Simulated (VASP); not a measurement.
Write the native input for VASP 6.6.1 that does the following.

* Task: relaxation of cell and atoms
* Functional: PBE
* Potentials or basis: VASP PAW PBE potentials, release 64 (W_sv)
* Cutoff: 600 eV
* k mesh: 40 × 40 × 40
* Occupations: methfessel-paxton, width 0.2 eV
* Spin: no spin polarisation
* Further INCAR settings: ALGO = Normal; EDIFF = 1e-07; IBRION = 2; EDIFFG = -0.02; NSW = 40; ISIF = 3

The structure of W lies in POSCAR:

```
W
1.0
   -1.5900000000      1.5900000000      1.5900000000
    1.5900000000     -1.5900000000      1.5900000000
    1.5900000000      1.5900000000     -1.5900000000
W
1
Direct
    0.0000000000      0.0000000000      0.0000000000
```

The cell was built by a generator and needn't be a form met in nature.

These files were run (other wordings do the same):

INCAR

```
ALGO     = Normal         # electronic algorithm
EDIFF    = 1E-7           # SCF threshold, eV
EDIFFG   = -0.02          # ionic threshold
ENCUT    = 600            # plane-wave cutoff, eV
GGA      = PE             # functional
IBRION   = 2              # ionic algorithm
ISIF     = 3              # what is computed and relaxed
ISMEAR   = 1              # smearing method
KPAR     = 8            
LASPH    = True           # aspherical terms in the spheres
LCHARG   = False          # write CHGCAR
LREAL    = False          # projectors in reciprocal space
LWAVE    = False          # write WAVECAR
NELM     = 100            # most SCF steps
NSW      = 40             # ionic steps
PREC     = Accurate       # precision mode
SIGMA    = 0.2            # smearing width, eV
```

KPOINTS

```
k-points
0
Gamma
  40 40 40
```

Potentials or basis: VASP PAW PBE potentials, release 64 (W_sv).

The run is started by

```bash
$ cat potpaw_PBE.64/W_sv/POTCAR > POTCAR
$ mpirun -np 8 vasp_std > vasp.out
```

Results of the run:

* Relaxed volume: 16.16 Å³/atom
* Relaxed cell: a = 2.759 Å, b = 2.759 Å, c = 2.759 Å, α = 109.47°, β = 109.47°, γ = 109.47°
* Space group after relaxing (to 0.05 Å): Im-3m (No. 229)
* Energy gained by relaxing: 0.4 meV/atom
* Ionic steps: 3
* Pressure after relaxing: 0.0 GPa
* Band gap on the k mesh: none (metal or under the smearing width)

Wall time 56 s on 8 MPI ranks on Intel(R) Xeon(R) Platinum 8488C (Sapphire Rapids) (shared host), peak memory 0.45 GiB a rank.
